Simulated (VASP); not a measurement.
# MgCd2S3 (Immm) in VASP: relaxation of cell and atoms with PBE

Aim: the relaxation of cell and atoms of MgCd2S3 with PBE.

Everything below comes from runs of VASP 6.6.1. Logs are shortened: lines on timing, memory, paths and dates and some standing lists are left out, and cuts for length are marked.

### 1 The crystal as given

Symmetry: Immm, No. 71, orthorhombic system. The conventional cell has a = 3.840 Å, b = 5.410 Å, c = 11.496 Å, α = 90.00°, β = 90.00°, γ = 90.00°. Mg (site symmetry mmm) has 6 S at 2.65 to 2.71 Å as nearest neighbours. Cd (site symmetry mm2) has 6 S at 2.71 to 2.77 Å as nearest neighbours. Around S (site symmetry mm2) lie 2 Mg at 2.65 Å and 4 Cd at 2.71 to 2.77 Å. S (site symmetry mmm) has 2 Mg at 2.71 Å and 4 Cd at 2.71 Å as nearest neighbours.

The cell was built by a generator and needn't be a form met in nature.

### 2 Relaxation of cell and atoms, PBE

The input, INCAR:

```
ALGO = Normal ; EDIFF = 1E-6
EDIFFG = -0.01 ; ENCUT = 520
GGA = PE ; IBRION = 2
ISIF = 3 ; ISMEAR = 0
KPAR = 4 ; LASPH = True
LCHARG = False ; LREAL = False
LWAVE = False ; NELM = 120
NSW = 90 ; PREC = Accurate
SIGMA = 0.03
```

The input, KPOINTS:

```
k-points
0
Gamma
  8 8 8
```

The input, POSCAR:

```
MgCd2S3
1.0
   -1.9200000000      2.7050000000      5.7480000000
    1.9200000000     -2.7050000000      5.7480000000
    1.9200000000      2.7050000000     -5.7480000000
Mg Cd S
1 2 3
Direct
    0.0000000000      0.0000000000      0.0000000000
    0.6665796800      0.6665796800      0.0000000000
    0.3334203200      0.3334203200      0.0000000000
    0.8408142000      0.3408142000      0.5000000000
    0.1591858000      0.6591858000      0.5000000000
    0.5000000000      0.0000000000      0.5000000000
```

Potentials or basis: VASP PAW PBE potentials, release 64 (Mg, Cd, S).

Launch:

```bash
$ cat potpaw_PBE.64/Mg/POTCAR potpaw_PBE.64/Cd/POTCAR potpaw_PBE.64/S/POTCAR > POTCAR
$ mpirun -np 4 vasp_std > vasp.out
```

OUTCAR:

```text
EDIFF = 1E-6
   EDIFFG = -0.01
   ENCUT = 520
   GGA = PE
   IBRION = 2
   ISIF = 3
   ISMEAR = 0
   LASPH = True
   LREAL = False
   NELM = 120
   NSW = 90
   PREC = Accurate

 ion  position               nearest neighbor table
   1  0.000  0.000  0.000-   5 2.65   4 2.65   5 2.65   4 2.65   6 2.71   6 2.71
   2  0.667  0.667  0.000-   5 2.71   5 2.71   6 2.71   6 2.71   4 2.77   4 2.77
   3  0.333  0.333  0.000-   4 2.71   4 2.71   6 2.71   6 2.71   5 2.77   5 2.77
   4  0.841  0.341  0.500-   1 2.65   1 2.65   3 2.71   3 2.71   2 2.77   2 2.77
   5  0.159  0.659  0.500-   1 2.65   1 2.65   2 2.71   2 2.71   3 2.77   3 2.77
   6  0.500  0.000  0.500-   1 2.71   1 2.71   3 2.71   2 2.71   3 2.71   2 2.71

  LATTYP: Found a body centered orthorhombic cell.
 ALAT       =     3.8400000000
 B/A-ratio  =     1.4088541667
 C/A-ratio  =     2.9937500000

  Lattice vectors:

 A1 = (  -1.9200000000,   2.7050000000,   5.7480000000)
 A2 = (   1.9200000000,  -2.7050000000,   5.7480000000)
 A3 = (   1.9200000000,   2.7050000000,  -5.7480000000)

Analysis of symmetry for initial positions (statically):
=====================================================================
 Subroutine PRICEL returns:
 Original cell was already a primitive cell.

 Routine SETGRP: Setting up the symmetry group for a
 body centered orthorhombic supercell.

 Subroutine GETGRP returns: Found  8 space group operations
 (whereof  8 operations were pure point group operations)
 out of a pool of  8 trial point group operations.

The static configuration has the point symmetry D_2h.

Analysis of symmetry for dynamics (positions and initial velocities):
=====================================================================
 Subroutine PRICEL returns:
 Original cell was already a primitive cell.

 Routine SETGRP: Setting up the symmetry group for a
 body centered orthorhombic supercell.

 Subroutine GETGRP returns: Found  8 space group operations
 (whereof  8 operations were pure point group operations)
 out of a pool of  8 trial point group operations.

The dynamic configuration has the point symmetry D_2h.

 Subroutine INISYM returns: Found  8 space group operations
 (whereof  8 operations are pure point group operations),
 and found     1 'primitive' translations

----------------------------------------------------------------------------------------

                                     Primitive cell

  volume of cell :     119.4113

  direct lattice vectors                    reciprocal lattice vectors
    -1.920000000  2.705000000  5.748000000     0.000000000  0.184842884  0.086986778
     1.920000000 -2.705000000  5.748000000     0.260416667  0.000000000  0.086986778
     1.920000000  2.705000000 -5.748000000     0.260416667  0.184842884  0.000000000

  length of vectors
     6.636484687  6.636484687  6.636484687     0.204288010  0.274560631  0.319348919

  position of ions in fractional coordinates (direct lattice)
     0.000000000  0.000000000  0.000000000
     0.666579680  0.666579680  0.000000000
     0.333420320  0.333420320  0.000000000
     0.840814200  0.340814200  0.500000000
     0.159185800  0.659185800  0.500000000
     0.500000000  0.000000000  0.500000000

  ion indices of the primitive-cell ions
   primitive index   ion index
                 1           1
                 2           2
                 3           3
                 4           4
                 5           5
                 6           6

----------------------------------------------------------------------------------------

 KPOINTS: k-points

Automatic generation of k-mesh.
 Grid dimensions read from file:
 generate k-points for:    8    8    8

 Generating k-lattice:

  Cartesian coordinates                     Fractional coordinates (reciprocal lattice)
     0.000000000  0.023105360  0.010873347     0.125000000  0.000000000  0.000000000
     0.032552083  0.000000000  0.010873347     0.000000000  0.125000000  0.000000000
     0.032552083  0.023105360  0.000000000     0.000000000  0.000000000  0.125000000

  Length of vectors
     0.025536001  0.034320079  0.039918615

  Shift w.r.t. Gamma in fractional coordinates (k-lattice)
     0.000000000  0.000000000  0.000000000

 Subroutine IBZKPT returns following result:
 ===========================================

 Found     95 irreducible k-points:

 Following reciprocal coordinates:
            Coordinates               Weight
  0.000000  0.000000  0.000000      1.000000
  0.125000 -0.000000  0.000000      4.000000
  0.250000 -0.000000  0.000000      4.000000
  0.375000 -0.000000  0.000000      4.000000
  0.500000 -0.000000  0.000000      2.000000
  0.000000  0.125000  0.000000      4.000000
[... 16 lines left out ...]
  0.125000  0.375000  0.000000      8.000000
  0.250000  0.375000  0.000000      8.000000
 [... further k-points ...]
   k-points           NKPTS =     95   k-points in BZ     NKDIM =     95   number of bands    NBANDS=     26
   number of dos      NEDOS =    301   number of ions     NIONS =      6
   total plane-waves  NPLWV = 125000
   dimension x,y,z NGX =    50 NGY =   50 NGZ =   50
   dimension x,y,z NGXF=   100 NGYF=  100 NGZF=  100
   ions per type =               1   2   3
   NGX,Y,Z   is equivalent  to a cutoff of  12.53, 12.53, 12.53 a.u.
   NGXF,Y,Z  is equivalent  to a cutoff of  25.05, 25.05, 25.05 a.u.
 SYSTEM =  unknown system
   PREC   = accura    normal or accurate (medium, high low for compatibility)
   ISTART =      0    job   : 0-new  1-cont  2-samecut
   ICHARG =      2    charge: 1-file 2-atom 10-const
   ISPIN  =      1    spin polarized calculation?
   LNONCOLLINEAR =      F non collinear calculations
   LSORBIT =      F    spin-orbit coupling
   LASPH  =      T    aspherical Exc in radial PAW
   ENCUT  =  520.0 eV  38.22 Ry    6.18 a.u.  12.34 12.34 12.34*2*pi/ulx,y,z
   NELM   =    120;   NELMIN=  2; NELMDL= -5     # of ELM steps
   EDIFF  = 0.1E-05   stopping-criterion for ELM
   LREAL  =      F    real-space projection
   EDIFFG = -.1E-01   stopping-criterion for IOM
   NSW    =     90    number of steps for IOM
   IBRION =      2    ionic relax: 0-MD 1-quasi-New 2-CG
   NFREE  =      1    steps in history (QN), initial steepest desc. (CG)
   ISIF   =      3    stress and relaxation
   ISYM   =      2    0-nonsym 1-usesym 2-fastsym
   POTIM  = 0.5000    time-step for ionic-motion
   TEBEG  =    0.0;   TEEND  =   0.0 temperature during run
   PSTRESS=    0.0 pullay stress
   NELECT =      44.0000    total number of electrons
   NUPDOWN=      -1.0000    fix difference up-down
   EMIN   =  10.00;   EMAX   =-10.00  energy-range for DOS
   EFERMI =   0.00;   METHOD = LEGACY
   ISMEAR =     0;   SIGMA  =   0.03  broadening in eV -4-tet -1-fermi 0-gaus
   EFERMI_NEDOS =   21; number of points for ismear=-14 and -15
   IALGO  =     38    algorithm
   IMIX   =      4    mixing-type and parameters
     AMIX     =   0.40;   BMIX     =  1.00
     AMIX_MAG =   1.60;   BMIX_MAG =  1.00
  volume/ion in A,a.u.               =      19.90       134.30
  Fermi-wavevector in a.u.,A,eV,Ry     =   1.173665  2.217904 18.741867  1.377488
  Thomas-Fermi vector in A             =   2.310074
   LORBIT       =      0    0 simple, 1 ext, 2 COOP (PROOUT), +10 PAW based schemes
   GGA     = PE    functional components
   LHFCALC =     F    Hartree Fock is set to
   AEXX    =    0.0000 exact exchange contribution
   IVDW    =     0    specifies the selected vdW correction
   LEPSILON=     F    determine dielectric tensor
   LRPA    =     F    only Hartree local field effects (RPA)
 conjugate gradient relaxation of ions
 non-spin polarized calculation
 Gauss-broadening in eV      SIGMA  =   0.03
  energy-cutoff  :      520.00
  volume of cell :      119.41
 maximum number of plane-waves:      3244
 NGX is ok and might be reduce to    50
   NGX = 25   NGY = 25   NGZ = 25

--------------------------------------- Ionic step        1  -------------------------------------------

 number of electron      44.0000005 magnetization

 Free energy of the ion-electron system (eV)
  ---------------------------------------------------
  ext. energy  EPLUGINS =         0.00000000
  ---------------------------------------------------
  free energy    TOTEN  =       -20.13990258 eV

  energy without entropy =      -20.13990258  energy(sigma->0) =      -20.13990258

------------------------ aborting loop because EDIFF is reached ----------------------------------------

  FORCE on cell =-STRESS in cart. coord.  units (eV):
  Direction    XX          YY          ZZ          XY          YZ          ZX
  --------------------------------------------------------------------------------------
  -------------------------------------------------------------------------------------
  Total       -0.0464048      0.1546844      0.1737809     -0.0000000      0.0000000      0.0000000
  in kB       -0.6226278      2.0754481      2.3316721     -0.0000000      0.0000000      0.0000000
  external PRESSURE =       1.2614974 kB  Pullay stress =       0.0000000 kB
[... 305 lines left out ...]
  energy  without entropy=      -20.1411287478  energy(sigma->0) =      -20.14112875

--------------------------------------- Ionic step        9  -------------------------------------------

 number of electron      44.0000005 magnetization

 Free energy of the ion-electron system (eV)
  ---------------------------------------------------
  ext. energy  EPLUGINS =         0.00000000
  ---------------------------------------------------
  free energy    TOTEN  =       -20.14112885 eV

  energy without entropy =      -20.14112885  energy(sigma->0) =      -20.14112885

 E-fermi :   3.3027     XC(G=0): -10.0880

 val. band max:        3.1709406744   @ k =   0.5000   0.5000   0.5000
 cond. band min:       3.8285998037   @ k =   0.0000   0.5000   0.0000
 fundamental gap:      0.6576591293
 Fermi energy:         3.3026964010

 k-point     1 :       0.0000    0.0000    0.0000
  band No.  band energies     occupation
      1      -9.6534      2.00000
      2      -8.6142      2.00000
      3      -8.3574      2.00000
      4      -4.6574      2.00000
      5      -4.6486      2.00000
      6      -4.5515      2.00000
[... 685 lines left out ...]
     25       7.7926      0.00000
     26       8.2976      0.00000

 [... further k-points ...]
[... 5 lines left out ...]
  --------------------------------------------------------------------------------------
  -------------------------------------------------------------------------------------
  Total        0.0566879     -0.0020297     -0.0272751     -0.0000000      0.0000000      0.0000000
  in kB        0.7596709     -0.0272005     -0.3655127     -0.0000000      0.0000000      0.0000000
  external PRESSURE =       0.1223192 kB  Pullay stress =       0.0000000 kB
[... 21 lines left out ...]
  FREE ENERGIE OF THE ION-ELECTRON SYSTEM (eV)
  ---------------------------------------------------
  free  energy   TOTEN  =       -20.1411288480 eV

  energy  without entropy=      -20.1411288480  energy(sigma->0) =      -20.14112885

 reached required accuracy - stopping structural energy minimisation
```

Wall time 4.2 min (4 MPI ranks of Intel Xeon 6975P-C (Granite Rapids), shared host); peak memory 0.57 GiB.

What came out:

| Item | Value |
| --- | --- |
| Free energy | -20.1411 eV |
| Relaxed volume | 19.93 Å³/atom |
| Relaxed cell | a = 6.648 Å, b = 6.648 Å, c = 6.648 Å, α = 146.53°, β = 131.88°, γ = 59.88° |
| Space group after relaxing (to 0.05 Å) | Immm (No. 71) |
| Energy gained by relaxing | 0.2 meV/atom |
| Ionic steps | 9 |
| Pressure after relaxing | 0.0 GPa |
| Largest force after relaxing | 0.010 eV/Å |
| Band gap on the k mesh | 0.66 eV, indirect (least direct gap 0.71 eV) |

Forces on the atoms (eV/Å):
```
Mg   0.000  0.000  0.000
Cd   0.000  0.000  0.010
Cd   0.000  0.000 -0.010
S    0.000  0.000  0.008
S    0.000  0.000 -0.008
S    0.000  0.000  0.000
```

Stress tensor (GPa, compression positive):
```
 0.08  0.00  0.00
 0.00  0.00  0.00
 0.00  0.00 -0.04
```

The path:
```tsv
step	energy change (eV)	largest force (eV/Å)	pressure (GPa)	volume (Å³)
1	0.0000	0.0678	0.13	119.41
2	-0.0006	0.0492	-0.05	119.68
3	-0.0008	0.0362	-0.17	119.88
4	-0.0012	0.0159	-0.03	119.63
5	-0.0012	0.0111	-0.02	119.57
6	-0.0012	0.0077	0.08	119.45
7	-0.0012	0.0077	0.02	119.53
8	-0.0012	0.0091	0.02	119.55
9	-0.0012	0.0100	0.01	119.56
```

Final structure:
```yaml
crystal:
  lattice:
    - [-1.91434, 2.71024, 5.76089]
    - [1.91434, -2.71024, 5.76089]
    - [1.91434, 2.71024, -5.76089]
  atoms:
    - { symbol: Mg, position: [0.00000, 0.00000, 0.00000] }
    - { symbol: Cd, position: [0.66755, 0.66755, 0.00000] }
    - { symbol: Cd, position: [0.33245, 0.33245, 0.00000] }
    - { symbol: S, position: [0.84098, 0.34098, 0.50000] }
    - { symbol: S, position: [0.15902, 0.65902, 0.50000] }
    - { symbol: S, position: [0.50000, 0.00000, 0.50000] }
```

A k mesh can miss the band edges.
